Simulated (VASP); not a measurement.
Calculation: PBE GGA, VASP's PBE PAW potentials (set 64) (plane waves; VASP).

VASP ran on this input.

### INCAR
```
SYSTEM  =  Sb
PREC  =  Accurate; ENCUT  =  300; LREAL  =  .False.
LASPH  =  .True.; NBANDS  =  6
EDIFF  =  1E-6; NELM  =  100; ALGO  =  Normal
LMAXMIX  =  4
ISMEAR  =  1; SIGMA  =  0.272
GGA  =  PE
ISIF  =  2
LWAVE  =  .False.; LCHARG  =  .False.
```

**POSCAR**
```
Sb
1
    2.1770650000     1.2569290000     3.8298800000
   -2.1770650000     1.2569290000     3.8298800000
    0.0000000000    -2.5138580000     3.8298800000
Sb
2
Direct
  0.2682600000   0.2682600000   0.2682600000
  0.7317400000   0.7317400000   0.7317400000
```

KPOINTS:
```
Automatic mesh
0
Gamma
6 6 6
0.5 0.5 0.5
```

POTCAR, in this order: Sb (PBE.64 set). Program: vasp_std.

Output

OSZICAR:
```
       N       E                     dE             d eps       ncg     rms          rms(c)
DAV:   1     0.352031442121E+02    0.35203E+02   -0.27159E+03   336   0.840E+02
DAV:   2    -0.695526920565E+01   -0.42158E+02   -0.40998E+02   510   0.147E+02
DAV:   3    -0.826562935232E+01   -0.13104E+01   -0.13116E+01   414   0.341E+01
DAV:   4    -0.829513350431E+01   -0.29504E-01   -0.23600E-01   540   0.392E+00
DAV:   5    -0.829587592599E+01   -0.74242E-03   -0.73906E-03   474   0.286E-01    0.289E+00
DAV:   6    -0.829502480598E+01    0.85112E-03   -0.25064E-03   474   0.633E-01    0.175E+00
DAV:   7    -0.829444768032E+01    0.57713E-03   -0.59348E-03   348   0.977E-01    0.833E-02
DAV:   8    -0.829456801513E+01   -0.12033E-03   -0.18927E-04   546   0.143E-01    0.206E-02
DAV:   9    -0.829459558617E+01   -0.27571E-04   -0.37990E-05   384   0.678E-02    0.432E-03
DAV:  10    -0.829459677003E+01   -0.11839E-05   -0.31153E-06   468   0.168E-02    0.157E-03
DAV:  11    -0.829459676565E+01    0.43788E-08   -0.43164E-07   228   0.687E-03
   1 F= -.82945968E+01 E0= -.82935741E+01  d E =-.306812E-02
```

OUTCAR:
```
------------------------ aborting loop because EDIFF is reached ----------------------------------------
  FORCE on cell =-STRESS in cart. coord.  units (eV):
  Direction    XX          YY          ZZ          XY          YZ          ZX
  --------------------------------------------------------------------------------------
  Total        0.4480314      0.4480314      0.2479831      0.0000000      0.0000000      0.0000000
  in kB       11.4156458     11.4156446      6.3185014      0.0000000      0.0000000      0.0000000
  external PRESSURE =       9.7165973 kB  Pullay stress =       0.0000000 kB
  volume of cell :       62.88
      direct lattice vectors                 reciprocal lattice vectors
     2.177065000  1.256929000  3.829880000     0.229667006  0.132598314  0.087034929
    -2.177065000  1.256929000  3.829880000    -0.229667006  0.132598314  0.087034929
     0.000000000 -2.513858000  3.829880000     0.000000000 -0.265196629  0.087034929
 POSITION                                       TOTAL-FORCE (eV/Angst)
 -----------------------------------------------------------------------------------
      0.00000      0.00000      3.08221         0.000000     -0.000000     -0.152921
      0.00000      0.00000      8.40743         0.000000      0.000000      0.152921
 -----------------------------------------------------------------------------------
    total drift:                                0.000000      0.000000     -0.000000
  FREE ENERGIE OF THE ION-ELECTRON SYSTEM (eV)
  ---------------------------------------------------
  free  energy   TOTEN  =        -8.2945967657 eV

  energy  without entropy=       -8.2915286475  energy(sigma->0) =       -8.29357406
```
(Selected blocks of OUTCAR.)

The structure comes from a computed database's Sb entry; how it stands against other phases isn't given here. The cell was not relaxed at this level. The run is one of a series of settings (NBANDS = 6 against the base run), some of them coarse on purpose. VASP warned that the highest band is occupied, so more bands are needed.
